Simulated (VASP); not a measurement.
Here is a VASP 6.6.1 calculation.

The input POSCAR:

```
Ba
1.0
   -2.5125000000      2.5125000000      2.5125000000
    2.5125000000     -2.5125000000      2.5125000000
    2.5125000000      2.5125000000     -2.5125000000
Ba
1
Direct
    0.0000000000      0.0000000000      0.0000000000
```

Contents of INCAR.step1:

```
  PREC = Accurate
  ENCUT = 600
  EDIFF = 1E-8
  ISMEAR = 0
  SIGMA = 0.1
  LREAL = F
  LASPH = T
  NELM = 100
  ALGO = Fast
  ISIF = 3
  LWAVE = F
  LCHARG = F
  GGA = PS
  IBRION = 2
  NSW = 40
  EDIFFG = -0.002
```

The input INCAR.step2:

```
  PREC = Accurate
  ENCUT = 600
  EDIFF = 1E-8
  ISMEAR = 0
  SIGMA = 0.1
  LREAL = F
  LASPH = T
  NELM = 100
  ALGO = Fast
  ISIF = 3
  LWAVE = F
  LCHARG = F
  GGA = PS
  IBRION = 6
  NFREE = 2
  POTIM = 0.015
  NSW = 1
```

File KPOINTS:

```
Automatic mesh
0
Gamma
  12 12 12
```

Potentials or basis: VASP PAW PBE potentials, release 64 (Ba_sv).

The run is started by

```sh
$ cat potpaw_PBE.64/Ba_sv/POTCAR > POTCAR
$ cp INCAR.step1 INCAR
$ mpirun -np 1 vasp_std > vasp.out
$ cp CONTCAR POSCAR
$ cp INCAR.step2 INCAR
$ mpirun -np 1 vasp_std > vasp.out
```

**Question.** What does it give for the elastic constants C11, C12, C44?

**Answer.** 13, 7, 11 GPa.

**Question.** What does it give for the Voigt bulk modulus?

**Answer.** 9 GPa.

**Question.** What does it give for the relaxed cell?

**Answer.** a = 4.235 Å, b = 4.235 Å, c = 4.235 Å, α = 109.47°, β = 109.47°, γ = 109.47°.

**Question.** Estimate the space group after relaxing (to 0.05 Å).

**Answer.** Im-3m (No. 229).

Final structure:
```xyz
1
Lattice="-2.4452 2.4452 2.4452 2.4452 -2.4452 2.4452 2.4452 2.4452 -2.4452" Properties=species:S:1:pos:R:3 pbc="T T T"
Ba   -2.4452    2.4452    2.4452
```

Caveat: the PAW data sets were made with another functional, which shifts forces and pressure a little. The run has no spin-orbit coupling, so splittings on Ba are missing.
